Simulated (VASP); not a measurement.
An input for Ansatz (written as the equivalent of a VASP run, and not itself run):

Ansatz 0.2 input:
```yaml
crystal:
  lattice:
    - [-1.8428280, 1.8428280, 4.5103990]
    - [1.8428280, -1.8428280, 4.5103990]
    - [1.8428280, 1.8428280, -4.5103990]
  atoms:
    - { symbol: La, position: [0.0000000, 0.0000000, 0.0000000] }
    - { symbol: Si, position: [0.3353000, 0.3353000, 0.0000000] }
    - { symbol: Si, position: [0.6647000, 0.6647000, 0.0000000] }
kpoints:
  mp_grid: { grid: [9, 9, 9] }
hamiltonian:
  xc: pbe
  pseudopotentials: { kind: paw }
magnetization: { noncollinear: true, spin_orbit: true }
scf:
  occupations: { method: fermi_dirac, width: 0.05 }
  max_iter: 100
output: { forces: true, stress: true, eigenvalues: true }
```

Q: Write the VASP files for the same calculation (PBE+SOC).

A: Several could match; the one computed here: 
POSCAR:
```
LaSi2
9.0207980
 -0.2042865831   0.2042865831   0.5000000000
  0.2042865831  -0.2042865831   0.5000000000
  0.2042865831   0.2042865831  -0.5000000000
La Si
1 2
Cartesian
  0.0000000000   0.0000000000   0.0000000000
  0.0000000000  -0.0000000000   0.3353000000
  0.0000000000  -0.0000000000   0.6647000000
```

### INCAR
```
ALGO = Normal
EDIFF = 1E-6
ENCUT = 300
GGA = PE
GGA_COMPAT = .False.
ISIF = 2
ISMEAR = -1
LASPH = .True.
LCHARG = .False.
LMAXMIX = 6
LNONCOLLINEAR = .True.
LORBIT = 11
LREAL = .False.
LSORBIT = .True.
LWAVE = .False.
MAGMOM = 9*0.0
NELM = 100
PREC = Accurate
SIGMA = 0.05
SYSTEM = LaSi2
```

KPOINTS:
```
Automatic mesh
0
Gamma
9 9 9
0 0 0
```

POTCAR, in this order: La Si (PBE.64 set). Program: vasp_ncl.

Limits of the translation: each code has its own PAW files, so the cut-off isn't converted (ENCUT is set for VASP's; basis.ecutwfc is left out, and Ansatz then takes the one that its files recommend); Ansatz stops its SCF on the density residual and VASP on the energy change (EDIFF).

The structure was generated: LaSi2 was put into an ordered model structure, which need not be its known phase. The cell was not relaxed at this level. The run is one of a series of settings (GGA_COMPAT = .FALSE., LNONCOLLINEAR = .TRUE., LSORBIT = .TRUE., MAGMOM = 0.0 0.0 0.0 0.0 0.0 0.0 0.0 0.0 0.0, program vasp_ncl against the base run), some of them coarse on purpose.
